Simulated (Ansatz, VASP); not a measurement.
# Cross-check of HfC between VASP and Ansatz, part 2 of 2

Wanted: the spread between two codes on one cell, functional and k mesh. The cell is taken from a series of runs on this material, whose earlier steps may have relaxed, scaled, displaced or heated it; both programs get it as it stands.

VASP 6.6.1 and Ansatz 0.2.0.

So far: Starting point; VASP: zone-centre phonons, PBEsol.

## (3) Ansatz: zone-centre phonons, PBEsol

Level of this step: Ansatz beside VASP: Kohn-Sham DFT, plane waves, PBEsol (Ansatz).

Ansatz runs on its PAW soft_1 files.

The same cell, functional, mesh and smearing now go to Ansatz, which takes its cutoff from its data sets.

The input, input.yaml:

```yaml
crystal:
  lattice:
    - [0.0289526831, 2.3206989889, 2.2971056136]
    - [2.3206989889, 0.0289526831, 2.2971056136]
    - [2.3496516719, 2.3496516719, -1.0e-10]
  atoms:
    - { symbol: C, position: [0.0, 0.0, 0.0] }
    - { symbol: Hf, position: [0.5, 0.5, 0.5] }
kpoints:
  mp_grid: { grid: [16, 16, 16] }
hamiltonian:
  xc: pbesol
  pseudopotentials: { kind: paw, azcp: { folder: soft_1 }, xc_functional: pbe }
scf:
  occupations: { method: methfessel_paxton, width: 0.2 }
output:
  eigenvalues: true
phonons:
  method: dfpt
```

Command:

```console
$ ansatz run input.yaml --threads 4 --pin off --max-ram 10240MiB --backend cpu --events-out ev --progress --plain --runs-dir out
```

Numbers of over 12 decimals in the logs are rounded to 6 here.

The program printed:

```text
zone centre: on kpoints.mp_grid the ground state, and the responses unless they are solved on pairs of k-points, stand on 1098 of the mesh's 4096 k-points, reduced under 4 symmetry operations, with k and −k counted as one. Each operation leaves every solved displacement unchanged or reverses it
Engine: ansatz 0.2.0, aarch64-unknown-linux-gnu
Pseudopotentials: kind: paw
Pseudopotential: C, paw, valence charge 4, recommended cutoff 420 eV (normal), soft_1/C.paw.azcp
Pseudopotential: Hf, paw, valence charge 26, recommended cutoff 420 eV (normal), soft_1/Hf.paw.azcp
Functional definition: PBEsol
  exchange = pbesol_x
  correlation = pbesol_c
Crystal: 2 atoms, lattice volume = 24.739 Å³
Basis set: ecut = 420 eV, 511 PW (Γ), exchange–correlation on 48×48×48 points (8 copies of the dense FFT grid, shifted against one another)
Bands: 19, of which v1, the nominal top of the filled ones, is band 15 counted from 1 (14 counted from 0)
Symmetry: 8 space group operations
k-points: 1098 of 4096 (irreducible under 4 space group operations)
Non-local potential: C, projectors of the file, l = 0: 2, l = 1: 2, l = 2: 1
Non-local potential: Hf, projectors of the file, l = 0: 3, l = 1: 2, l = 2: 2, l = 3: 3
PAW form: soft (Blöchl's): semilocal exchange-correlation on the pseudo side does not see the compensation charge
PAW frozen core: C, regenerated for the run's functional, and the local potential with it (the file was generated under x = pbe(κ = 0.804, μ = 0.219515), c = pbe(β = 0.066725))
PAW frozen core: Hf, regenerated for the run's functional, and the local potential with it (the file was generated under x = pbe(κ = 0.804, μ = 0.219515), c = pbe(β = 0.066725))
PAW one-centre angular grid: C, 110 points (default); XC on 64 Gauss nodes
PAW one-centre angular grid: Hf, 590 points (default); XC on 64 Gauss nodes
Initial density: superposition of atomic densities (chi_scale 0.1, normalization cell, long waves kept (reshape's long-wave potential 0.00 eV rms))
Initial wavefunctions: pseudopotential atomic-orbital guess
Functional: x = pbesol(κ = 0.804, μ = 0.123457), c = pbesol(β = 0.046)
SCF iter   1: F=—  HF=-15848.039580 eV  |F-HF|=—  |Δ(HF+E_count)|=         —  Δρ=8.57e-2  dr2=2.47e0  ethr=3.10e-3  ⟨swp⟩=4.9  Hψ=91201  notcnv=0
preconditioner: auto → Kerker (q_TF=auto, 2.817 Å⁻¹)  [metal: Δε(μ)=0.012 eV  Ē_g=17.624 eV  σ=0.200 eV  W_gap=0.05  n_scr=14 (ndim 8)  ℏωp=39.5 eV  f_vac=0.000  D(μ)=0.21/eV (n_scr^D=0)]
SCF iter   2: F=—  HF=-15847.531226 eV  |F-HF|=—  |Δ(HF+E_count)|=   5.08e-1  S|Δr|=    0.00e0  Δρ=3.32e-2  dr2=2.69e-1  ethr=3.10e-3  ⟨swp⟩=2.5  Hψ=38834  notcnv=0  defer=7
SCF iter   3: F=—  HF=-15847.477241 eV  |F-HF|=—  |Δ(HF+E_count)|=   5.40e-2  S|Δr|=    0.00e0  Δρ=1.42e-2  dr2=3.14e-2  ethr=8.98e-4  ⟨swp⟩=2.1  Hψ=37370  notcnv=0  defer=1
SCF iter   4: F=—  HF=-15847.469000 eV  |F-HF|=—  |Δ(HF+E_count)|=   8.24e-3  S|Δr|=    0.00e0  Δρ=8.22e-3  dr2=7.93e-3  ethr=1.05e-4  ⟨swp⟩=2.1  Hψ=37356  notcnv=0
SCF iter   5: F=—  HF=-15847.469133 eV  |F-HF|=—  |Δ(HF+E_count)|=   1.33e-4  S|Δr|=    0.00e0  Δρ=1.46e-3  dr2=2.78e-4  ethr=2.64e-5  ⟨swp⟩=2.3  Hψ=35682  notcnv=0
SCF iter   6: F=—  HF=-15847.469092 eV  |F-HF|=—  |Δ(HF+E_count)|=   4.09e-5  S|Δr|=    0.00e0  Δρ=2.51e-4  dr2=1.55e-5  ethr=9.28e-7  ⟨swp⟩=3.0  Hψ=37797  notcnv=0
SCF iter   7: F=—  HF=-15847.469097 eV  |F-HF|=—  |Δ(HF+E_count)|=   5.27e-6  S|Δr|=    0.00e0  Δρ=6.73e-5  dr2=8.17e-7  ethr=5.18e-8  ⟨swp⟩=2.2  Hψ=37974  notcnv=0
SCF iter   8: F=—  HF=-15847.469097 eV  |F-HF|=—  |Δ(HF+E_count)|=   1.42e-7  S|Δr|=    0.00e0  Δρ=1.34e-5  dr2=2.54e-8  ethr=2.72e-9  ⟨swp⟩=2.9  Hψ=42181  notcnv=0
SCF iter   9: F=—  HF=-15847.469097 eV  |F-HF|=—  |Δ(HF+E_count)|=   1.05e-8  S|Δr|=    0.00e0  Δρ=2.45e-6  dr2=1.21e-9  ethr=8.46e-11  ⟨swp⟩=2.3  Hψ=34224  notcnv=0
SCF iter  10: F=—  HF=-15847.469097 eV  |F-HF|=—  |Δ(HF+E_count)|=   1.17e-9  S|Δr|=    0.00e0  Δρ=3.29e-7  dr2=1.87e-11  ethr=4.03e-12  ⟨swp⟩=2.6  Hψ=40176  notcnv=0
SCF iter  11: F=-15847.469097 eV  HF=-15847.469097 eV  |F-HF|=3.64e-12  |Δ(HF+E_count)|=  7.28e-12  S|Δr|=    0.00e0  Δρ=5.32e-8  dr2=4.33e-13  ethr=1.00e-12  ⟨swp⟩=4.3  Hψ=177631  notcnv=0
SCF 1 converged in 11 iterations: F = -15847.469097 eV  dr2 = 4.33e-13
  Residual-converged pass: ⟨swp⟩=1.1  Hψ=25509  notcnv=1  max |occ|·‖R‖ = 1.6e-8 eV (tolerance 1.0e-8 eV)  dr2=4.33e-13  dr2_onsite=2.40e-14  max |Δocc| = 5.0e-13
  greatest PAW one-centre occupation: 0.998 electrons in one spin orbital (limit 2), on the Hf atom at site 1 (counted from 0), in its partial waves of l = 0
DFPT response loops at Γ: preconditioner auto → Kerker (q_TF=auto, 2.817 Å⁻¹) (partly filled bands, converged f_vac=0.000); β = 1.00, the filter's whole step (`scf.mixing.beta` (0.50) is not read by the response loops under this deck's `scf.mixing.preconditioner`; to damp them name `kerker` or `kerker_dos`, under which they read `scf.mixing.beta`, and type it under 1.00, their step now; both keys bind the ground state too); Broyden in place of MSR1
SCF converged after 11 iterations
Stability not checked: this state was not tested for a lower state beside it, because cold or Methfessel-Paxton smearing, or corrected tetrahedra, fill the levels in a way that the test cannot read (fill_not_monotonic; see scf.lower_state_search)
Free energy (F): -15847.469097 eV
Harris-Foulkes:  -15847.469097 eV  (|F-HF|=3.64e-12)
Internal energy: -15847.468716 eV  (E = F + TS)
E sigma→0 (E₀):  -15847.469002 eV
Entropy (-TS):   -0.000381 eV (-0.191 meV/atom)
Fermi energy:    18.752688 eV
--- Per-component energies (eV) ---
  E_band       = 72.495666
  E_kinetic    = 493.987605
  E_local      = -6187.292314  (includes V_loc(G=0)·N_el)
  E_nonlocal   = 91.226821
  E_hartree    = 3030.169625
  E_xc         = -312.131548
  E_vxc        = -313.604333  (∫ρ·V_xc dr)
  E_paw        = -7673.458163  (= ΣΔE_a)
  E_vpaw       = -72.161435  (= ΣTr[D̂ρ^β])
  E_aug_tail   = 0.000106  (compensation charges beyond the density's cutoff)
  E_ewald      = -5291.243004
  E_core_change = 1.272157  (= ΣΔE_core)
  E_smearing   = -0.000381  (= −TS)
  E_closure    = -0.000000  (closes the sum)
  Σ components = -15847.469097   (vs F -15847.469097, Δ=0.00e0)
--- Band table (eV; the first three rows and the last of 1098) ---
  k-point 0: bands = [... 11 lower, 7.8633, 19.7358, 19.8515, 19.8697, 19.8998, 20.1207, 20.2133, 22.0666]
  k-point 1: bands = [... 11 lower, 7.8628, 18.9192, 19.2527, 19.3538, 20.2807, 20.4493, 20.5953, 22.5808]
  k-point 2: bands = [... 11 lower, 7.8629, 17.8548, 18.4314, 18.5371, 20.6199, 20.7909, 21.0618, 23.6578]
  k-point 1097: bands = [... 11 lower, 8.2904, 16.2221, 16.8218, 18.5414, 18.7959, 24.1126, 25.5481, 25.5724]
--- Phonons (Γ-DFPT): 4 representative perturbations + reference, on 1098 of 4096 k-points (Σ response iterations 12) ---
  k mesh reduced under 4 symmetry operations, with k and −k counted as one. Each operation leaves every solved displacement unchanged or reverses it
  ASR residual: 2.506e-5 → 0.000e0 eV/Å²; symmetrization residual: 1.106e-6 eV/Å²
  ASR residual per site (eV/Å²): 1.30e-5 2.51e-5
  Γ frequencies (cm⁻¹): 0.00 0.00 0.00 419.32 441.76 463.07
  non-analytic LO–TO correction: not included (Born effective charges unavailable; polar crystals: no LO–TO splitting at Γ)
```

## (4) Side by side

Known differences besides the potentials themselves: the data sets hold 30 valence electrons in Ansatz (on its PAW soft_1 files) and 14 in VASP; the cutoff is 420 eV in Ansatz and 600 eV in VASP; Ansatz makes its cores anew for this functional, VASP keeps those of its PBE data sets. Total energies have different zeros and are not compared.

Both answers:

```
             quantity  Ansatz   VASP  difference
optical mode 1 (cm⁻¹)   419.3  417.1     +0.54 %
optical mode 2 (cm⁻¹)   441.8  439.5     +0.52 %
optical mode 3 (cm⁻¹)   463.1  461.8     +0.28 %
```

Modes are paired by rising frequency, not by their patterns, so a pair may set unlike modes beside each other; they are those without the splitting of longitudinal modes.

## (5) What came out

| Item | Value |
| --- | --- |
| r.m.s. difference of the optical zone-centre modes, each program's sorted by frequency (zone-centre phonons, PBEsol) | 2.0 cm⁻¹ |
| difference in optical mode 1 (zone-centre phonons, PBEsol) | +0.5 % |

**Reading.** The r.m.s. difference of the optical zone-centre modes, each program's sorted by frequency is 2.0 cm⁻¹ (zone-centre phonons, PBEsol). The data sets hold unlike numbers of valence electrons (30 in Ansatz and 14 in VASP), so part of the differences comes from the potentials. Among the rows given in per cent, the largest difference of the zone-centre phonons, PBEsol pair is in optical mode 1, +0.5 %. Such differences can come from data sets, numerical settings and the points named under the comparisons, not from the functional's error against experiment.

[Lines on the potential files, build, host, timing and source positions are cut from VASP's logs without a mark.]

[Logs are printed without paths, hosts, clocks, repeated set-up lines and the standing remarks that a program may print on its own settings, such as how far it seeks lower states.]

[Hosts, paths, dates, database ids (printed as entryN), source tags and the programs' standing remarks are cut or masked in the printed files.]
